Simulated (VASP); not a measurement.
ZnCdS2 (space group P-4m2): the band gap from VASP (plane waves, PAW) at several levels of theory. Gaps are without spin-orbit coupling. Each level names its cell: its own relaxed one, PBE's, or the starting one. A gap is the smallest over the k-mesh and a band path; hybrids may have named points in place of the path, and GW has the mesh alone.

```tsv
level	band gap (eV)
LDA (own cell)	1.38
PBEsol (own cell)	1.38
HSE06 (PBE cell)	2.48
```

The cell of the LDA (own cell) run:

```yaml
crystal:
  lattice:
    - [3.88163, 0.00000, 0.00000]
    - [0.00000, 3.88163, 0.00000]
    - [0.00000, 0.00000, 5.59545]
  atoms:
    - { symbol: Zn, position: [0.00000, 0.00000, 0.50000] }
    - { symbol: Cd, position: [0.50000, 0.50000, 0.00000] }
    - { symbol: S, position: [0.50000, 0.00000, 0.27613] }
    - { symbol: S, position: [0.00000, 0.50000, 0.72387] }
```

Only levels that ran to the end are used. Left out are those held back, those with too coarse a band path, GW runs whose mesh misses a band edge, hybrids' fits of cells that aren't cubic and levels without matching references; a question may draw on a part of the rest.

The structure comes from a computed database's ZnCdS2 entry (P-4m2); how it stands against other phases isn't given here.
